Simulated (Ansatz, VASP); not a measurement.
**Cross-check of WC (Qusongite) between VASP and Ansatz**

One calculation is typed for both programs; each brings its own data sets. How far apart do they land? The cell is taken from a series of runs on this material, whose earlier steps may have relaxed, scaled, displaced or heated it; both programs get it as it stands.

Calculated with Ansatz 0.2.0; plane waves, with VASP 6.6.1 beside it; zone-centre phonons at LDA.

### Step 1. Set-up

It takes space group P-6m2 (No. 187, hexagonal). The conventional cell has a = 2.797 Å, b = 2.797 Å, c = 2.848 Å, α = 90.00°, β = 90.00°, γ = 120.00°. Nearest to C lie 6 W at 2.15 Å. Nearest to W lie 6 C at 2.15 Å. Farther neighbours are not listed.

### Step 2. VASP: zone-centre phonons, LDA

Second derivatives magnify differences that forces hide, and they need a tight electronic threshold.

Lines of VASP's logs that name or quote its potential files are left out, and so is its time.

File INCAR:

```
SYSTEM = WC
PREC = Accurate
ENCUT = 600
EDIFF = 1E-08
NELM = 120
ISMEAR = 1
SIGMA = 0.2
LREAL = .FALSE.
ALGO = Normal
GGA = CA
NBANDS = 11
LASPH = .TRUE.
LORBIT = 11
LWAVE = .FALSE.
LCHARG = .FALSE.
ISIF = 2
IBRION = 8
GGA_COMPAT = .FALSE.
KPAR = 2
```

File POSCAR:

```
WC
1.0
    2.7974114040      0.0000000000      0.0000000000
   -1.3987057020      2.4226293407      0.0000000000
    0.0000000000      0.0000000000      2.8475700505
C W
1 1
Direct
    0.6666666667      0.3333333333      0.5000000000
    0.0000000000      0.0000000000      0.0000000000
```

File KPOINTS:

```
Automatic mesh
0
Gamma
18 18 16
0 0 0
```

Potentials, in the order of the species: C and W (LDA family, release 64).

Run with:

```console
mpirun -np 2 vasp_std
```

Numbers of over 12 decimals in the logs are rounded to 6 here.

The program printed:

```text
[banner, memory and clock lines left out]
running    2 mpi-ranks, on    1 nodes
 distrk:  each k-point on    1 cores,    2 groups
 distr:  one band on    1 cores,    1 groups

 POSCAR found type information on POSCAR C W
 POSCAR found :  2 types and       2 ions
 LDA part: xc-table for (Slater(with rela. corr.)+CA(PZ))
 , standard interpolation
 POSCAR, INCAR and KPOINTS ok, starting setup
 FFT: planning ... GRIDC
 FFT: planning ... GRID_SOFT
 FFT: planning ... GRID
 WAVECAR not read
 entering main loop
       N       E                     dE             d eps       ncg     rms          rms(c)
DAV:   1     0.245319047042E+02    0.24532E+02   -0.55070E+03  7334   0.930E+02
DAV:   2    -0.260147831652E+02   -0.50547E+02   -0.48212E+02  8562   0.206E+02
DAV:   3    -0.278071313595E+02   -0.17923E+01   -0.17772E+01  9021   0.332E+01
DAV:   4    -0.278156163891E+02   -0.84850E-02   -0.84837E-02  7999   0.269E+00
DAV:   5    -0.278156429230E+02   -0.26534E-04   -0.26534E-04  8764   0.153E-01    0.379E+01
DAV:   6    -0.248388923019E+02    0.29768E+01   -0.13756E+01  8409   0.223E+01    0.126E+01
DAV:   7    -0.247439950253E+02    0.94897E-01   -0.67888E-01  7536   0.670E+00    0.916E+00
DAV:   8    -0.246957728270E+02    0.48222E-01   -0.80645E-02  7999   0.218E+00    0.225E+00
DAV:   9    -0.246912903098E+02    0.44825E-02   -0.10690E-02  7980   0.670E-01    0.152E-01
DAV:  10    -0.246912078889E+02    0.82421E-04   -0.51087E-04  8363   0.192E-01    0.107E-01
DAV:  11    -0.246912025615E+02    0.53274E-05   -0.36244E-05  8462   0.432E-02    0.711E-03
DAV:  12    -0.246912020688E+02    0.49271E-06   -0.19523E-06  8178   0.979E-03    0.505E-03
DAV:  13    -0.246912020664E+02    0.23704E-08   -0.89223E-08  8280   0.305E-03
   1 F= -.24691202E+02 E0= -.24691423E+02  d E =0.663951E-03
 Linear response reoptimize wavefunctions to high precision
DAV:   1    -0.246912020659E+02    0.53797E-09   -0.28970E-09  6457   0.392E-04
DAV:   2    -0.246912020659E+02   -0.12506E-10   -0.18371E-10  4077   0.134E-04
 Linear response DOF=           4
 Linear response progress:
  Degree of freedom:   1/  4
       N       E                     dE             d eps       ncg     rms          rms(c)
RMM:   1    -0.120612273547E+00   -0.12061E+00    0.14839E-02 73914   0.207E+00
RMM:   2    -0.116074088202E+00    0.45382E-02   -0.22787E-03 50521   0.436E-01    0.224E-01
RMM:   3    -0.116325627637E+00   -0.25154E-03   -0.50541E-04 47794   0.154E-01    0.117E-01
RMM:   4    -0.117185360471E+00   -0.85973E-03   -0.36425E-04 47964   0.125E-01    0.254E-02
RMM:   5    -0.117163390235E+00    0.21970E-04   -0.46907E-06 52528   0.195E-02    0.109E-03
RMM:   6    -0.117175570125E+00   -0.12180E-04   -0.19811E-07 52961   0.225E-03    0.524E-04
RMM:   7    -0.117172553546E+00    0.30166E-05    0.31216E-08 53047   0.351E-04    0.738E-05
RMM:   8    -0.117172771424E+00   -0.21788E-06    0.26835E-09 55124   0.756E-05    0.387E-05
RMM:   9    -0.117172647498E+00    0.12393E-06    0.70565E-09 55184   0.220E-05    0.466E-06
RMM:  10    -0.117172630382E+00    0.17117E-07   -0.38404E-09 51632   0.829E-06    0.170E-06
RMM:  11    -0.117172624825E+00    0.55568E-08   -0.11274E-09 43893   0.675E-06    0.416E-07
 first order change of Fermi-energy  -0.92357E-06
 force on displaced ion       1 direction 1 : -18.775   0.001   0.000
 Linear response progress:
  Degree of freedom:   2/  4
       N       E                     dE             d eps       ncg     rms          rms(c)
RMM:   1    -0.125986286610E+00   -0.12599E+00    0.47909E-02 26451   0.222E+00
RMM:   2    -0.123222565314E+00    0.27637E-02   -0.25535E-03 17928   0.474E-01    0.217E-01
RMM:   3    -0.123118118954E+00    0.10445E-03   -0.11320E-03 16945   0.217E-01    0.103E-01
RMM:   4    -0.124061592275E+00   -0.94347E-03   -0.70187E-04 17379   0.158E-01    0.238E-02
RMM:   5    -0.124076193404E+00   -0.14601E-04   -0.13419E-05 18349   0.263E-02    0.336E-03
RMM:   6    -0.124104931894E+00   -0.28738E-04   -0.84422E-07 18360   0.586E-03    0.620E-04
RMM:   7    -0.124104718240E+00    0.21365E-06   -0.13843E-08 18937   0.826E-04    0.164E-04
RMM:   8    -0.124104065252E+00    0.65299E-06   -0.14245E-08 18956   0.957E-05    0.388E-05
RMM:   9    -0.124103963246E+00    0.10201E-06   -0.10304E-08 19467   0.255E-05    0.114E-05
RMM:  10    -0.124103910233E+00    0.53013E-07   -0.20230E-09 19373   0.169E-05    0.901E-07
RMM:  11    -0.124103908229E+00    0.20036E-08   -0.50202E-09 17437   0.804E-06    0.539E-07
 first order change of Fermi-energy   0.54879E-03
 force on displaced ion       1 direction 3 :   0.000  -0.000 -17.032
 Linear response progress:
  Degree of freedom:   3/  4
       N       E                     dE             d eps       ncg     rms          rms(c)
RMM:   1    -0.110790891412E+00   -0.11079E+00   -0.82874E-02 64702   0.192E+00
RMM:   2    -0.108004176556E+00    0.27867E-02   -0.17422E-03 49596   0.331E-01    0.212E-01
RMM:   3    -0.107087136471E+00    0.91704E-03   -0.33610E-04 52049   0.113E-01    0.124E-01
RMM:   4    -0.106689759229E+00    0.39738E-03   -0.51703E-04 52149   0.139E-01    0.193E-02
RMM:   5    -0.106712573369E+00   -0.22814E-04    0.24248E-06 54151   0.145E-02    0.345E-03
RMM:   6    -0.106716857441E+00   -0.42841E-05   -0.15372E-07 54023   0.156E-03    0.114E-03
RMM:   7    -0.106717653879E+00   -0.79644E-06   -0.10889E-07 54462   0.676E-04    0.123E-04
RMM:   8    -0.106717034867E+00    0.61901E-06   -0.11346E-07 56266   0.132E-04    0.205E-05
RMM:   9    -0.106717033782E+00    0.10853E-08    0.33985E-09 55903   0.309E-05    0.473E-06
 first order change of Fermi-energy  -0.61376E-04
 force on displaced ion       2 direction 1 : -18.778   0.002   0.000
 Linear response progress:
  Degree of freedom:   4/  4
       N       E                     dE             d eps       ncg     rms          rms(c)
RMM:   1    -0.118612892030E+00   -0.11861E+00   -0.94456E-02 23787   0.195E+00
RMM:   2    -0.114458795192E+00    0.41541E-02   -0.23456E-03 17547   0.397E-01    0.181E-01
RMM:   3    -0.113922638122E+00    0.53616E-03   -0.20630E-04 18344   0.102E-01    0.999E-02
RMM:   4    -0.113943648290E+00   -0.21010E-04   -0.30292E-04 18310   0.119E-01    0.132E-02
RMM:   5    -0.113961419212E+00   -0.17771E-04   -0.55582E-06 19119   0.153E-02    0.455E-03
RMM:   6    -0.113974058473E+00   -0.12639E-04   -0.47145E-08 19219   0.168E-03    0.139E-03
RMM:   7    -0.113977069262E+00   -0.30108E-05   -0.65675E-09 19191   0.678E-04    0.200E-04
RMM:   8    -0.113976988324E+00    0.80938E-07   -0.49881E-09 19745   0.866E-05    0.868E-05
RMM:   9    -0.113976612346E+00    0.37598E-06   -0.20164E-10 19810   0.481E-05    0.360E-06
RMM:  10    -0.113976606713E+00    0.56324E-08   -0.38963E-10 19845   0.124E-05    0.174E-06
 first order change of Fermi-energy  -0.10104E-02
 force on displaced ion       2 direction 3 :   0.000  -0.000 -17.032
 Linear response finished
```

OUTCAR, selected parts (step 2):

```text
ion  position               nearest neighbor table
   1  0.667  0.333  0.500-   2 2.15   2 2.15   2 2.15   2 2.15   2 2.15   2 2.15
   2  0.000  0.000  0.000-   1 2.15   1 2.15   1 2.15   1 2.15   1 2.15   1 2.15

  LATTYP: Found a hexagonal cell.
 ALAT       =     2.7974114040
 C/A-ratio  =     1.0179303789

 Subroutine GETGRP returns: Found 12 space group operations
 (whereof 12 operations were pure point group operations)

The static configuration has the point symmetry D_3h.

 Found    333 irreducible k-points:

   k-points           NKPTS =    333   k-points in BZ     NKDIM =    333   number of bands    NBANDS=     11

   dimension x,y,z NGX =    24 NGY =   24 NGZ =   24
   dimension x,y,z NGXF=    48 NGYF=   48 NGZF=   48

   ENCUT  =  600.0 eV  44.10 Ry    6.64 a.u.   5.59  5.59  5.69*2*pi/ulx,y,z

   NELECT =      10.0000    total number of electrons

 k-points in reciprocal lattice and weights: Automatic mesh
   0.00000000  0.00000000  0.00000000       0.000
   0.05555556  0.00000000  0.00000000       0.001
   0.11111111  0.00000000  0.00000000       0.001
   0.16666667 -0.00000000  0.00000000       0.001
   0.22222222  0.00000000  0.00000000       0.001
   0.27777778  0.00000000  0.00000000       0.001
   0.33333333  0.00000000  0.00000000       0.001
   0.38888889  0.00000000  0.00000000       0.001
   0.44444444  0.00000000  0.00000000       0.001
[...]
0.33333333  0.27777778  0.50000000       0.002
   0.33333333  0.33333333  0.50000000       0.000

 average (electrostatic) potential at core
       1 -49.2948       2 -36.4415

  Total        3.9763647      3.9763647      0.2632324     -0.0000000      0.0000000      0.0000000
  in kB      330.1254957    330.1254957     21.8540599     -0.0000000      0.0000000      0.0000000
  external PRESSURE =     227.3683504 kB  Pullay stress =       0.0000000 kB

  energy-cutoff  :      600.00
  volume of cell :       19.30
      direct lattice vectors                 reciprocal lattice vectors
     2.797411404  0.000000000  0.000000000     0.357473341  0.206387330  0.000000000
    -1.398705702  2.422629341  0.000000000     0.000000000  0.412774659  0.000000000
     0.000000000  0.000000000  2.847570050     0.000000000  0.000000000  0.351176611

 POSITION                                       TOTAL-FORCE (eV/Angst)
 -----------------------------------------------------------------------------------
      1.39871      0.80754      1.42379        -0.000000     -0.000000      0.000000
      0.00000      0.00000      0.00000         0.000000      0.000000      0.000000
 -----------------------------------------------------------------------------------
    total drift:                               -0.000000      0.000000      0.000000

 Eigenvectors and eigenvalues of the dynamical matrix
 ----------------------------------------------------

   1 f  =   20.174262 THz   126.758625 2PiTHz  672.940937 cm-1    83.434005 meV
             X         Y         Z           dx          dy          dz
      1.398706  0.807543  1.423785    -0.968848    0.000000    0.000000
      0.000000  0.000000  0.000000     0.247657   -0.000000    0.000000

   2 f  =   20.174262 THz   126.758625 2PiTHz  672.940937 cm-1    83.434005 meV
             X         Y         Z           dx          dy          dz
      1.398706  0.807543  1.423785     0.000000    0.968848    0.000000
      0.000000  0.000000  0.000000    -0.000000   -0.247657    0.000000

   3 f  =   19.214693 THz   120.729477 2PiTHz  640.933168 cm-1    79.465549 meV
             X         Y         Z           dx          dy          dz
      1.398706  0.807543  1.423785    -0.000000   -0.000000   -0.968853
      0.000000  0.000000  0.000000     0.000000    0.000000    0.247636

   4 f/i=    0.000021 THz     0.000133 2PiTHz    0.000706 cm-1     0.000088 meV
             X         Y         Z           dx          dy          dz
      1.398706  0.807543  1.423785    -0.000000   -0.000000   -0.247636
      0.000000  0.000000  0.000000     0.000000    0.000000   -0.968853

   5 f/i=    0.000421 THz     0.002645 2PiTHz    0.014041 cm-1     0.001741 meV
             X         Y         Z           dx          dy          dz
      1.398706  0.807543  1.423785    -0.247657    0.000000    0.000000
      0.000000  0.000000  0.000000    -0.968848   -0.000000    0.000000

   6 f/i=    0.000421 THz     0.002645 2PiTHz    0.014041 cm-1     0.001741 meV
             X         Y         Z           dx          dy          dz
      1.398706  0.807543  1.423785    -0.000000   -0.247657    0.000000
      0.000000  0.000000  0.000000    -0.000000   -0.968848    0.000000

 ELASTIC MODULI CONTR FROM IONIC RELAXATION (kBar)
 Direction    XX          YY          ZZ          XY          YZ          ZX
 --------------------------------------------------------------------------------
 XX        -232.2690    232.2690      0.0000     -0.0000      0.0000      0.0000
 YY         232.2690   -232.2690      0.0000      0.0000      0.0000      0.0000
 ZZ           0.0000      0.0000      0.0000      0.0000      0.0000      0.0000
 XY          -0.0000      0.0000      0.0000   -232.2690      0.0000      0.0000
 YZ           0.0000      0.0000      0.0000      0.0000      0.0000      0.0000
 ZX           0.0000      0.0000      0.0000      0.0000      0.0000      0.0000
 --------------------------------------------------------------------------------
```

[end of part 1 of 2]

[Lines on the potential files, build, host, timing and source positions are cut from VASP's logs without a mark.]

[Logs are printed without paths, hosts, clocks, repeated set-up lines and the standing remarks that a program may print on its own settings, such as how far it seeks lower states.]

[Hosts, paths, dates, database ids (printed as entryN), source tags and the programs' standing remarks are cut or masked in the printed files.]
